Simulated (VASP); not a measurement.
Crystal: TaAs.

```
Ta As
1.0
    -1.72181    1.72181    5.86794
     1.72181   -1.72181    5.86794
     1.72181    1.72181   -5.86794
Ta As
2 2
Direct
  0.49997 0.99997 0.50000
  0.74997 0.74997 0.00000
  0.08263 0.58263 0.50000
  0.33263 0.33263 0.00000
```

The cell is a database's computed one.

```yaml
Program: VASP 6.6.1
Task: relaxation of cell and atoms
Functional: PBEsol
Potentials_or_basis: VASP PAW PBE potentials, release 64 (Ta_pv, As)
Cutoff: 600 eV
k_mesh: 16 × 16 × 16
Occupations: methfessel-paxton, width 0.1 eV
Spin: no spin polarisation
```

At the start: pressure -3.2 GPa; volume 17.40 Å³/atom.

Q: Where does the relaxation end?

A: Over 8 steps the energy falls by 3.6 meV/atom and the volume is 17.08 Å³/atom (-1.8 %); space group I4_1md (No. 109, to 0.05 Å).

Step by step:
| step | energy change (eV) | largest force (eV/Å) | pressure (GPa) | volume (Å³) |
| --- | --- | --- | --- | --- |
| 1 | 0.0000 | 0.0220 | -3.24 | 69.59 |
| 2 | 0.0340 | 0.0584 | 6.98 | 66.10 |
| 3 | -0.0129 | 0.0330 | 0.03 | 68.36 |
| 4 | -0.0129 | 0.0332 | 0.08 | 68.34 |
| 5 | -0.0140 | 0.0345 | 0.06 | 68.32 |
| 6 | -0.0141 | 0.0351 | 0.05 | 68.31 |
| 7 | -0.0142 | 0.0100 | -0.09 | 68.35 |
| 8 | -0.0142 | 0.0022 | -0.07 | 68.34 |

Final structure:
```xyz
4
Lattice="-1.7165 1.7165 5.7984 1.7165 -1.7165 5.7984 1.7165 1.7165 -5.7984" Properties=species:S:1:pos:R:3 pbc="T T T"
Ta    0.0000    1.7165    0.0035
Ta    0.0000    0.0000    8.7011
As    1.7165    0.0000    0.9544
As    0.0000    0.0000    3.8536
```

Caveat: the PAW data sets were made with another functional, which shifts forces and pressure a little.
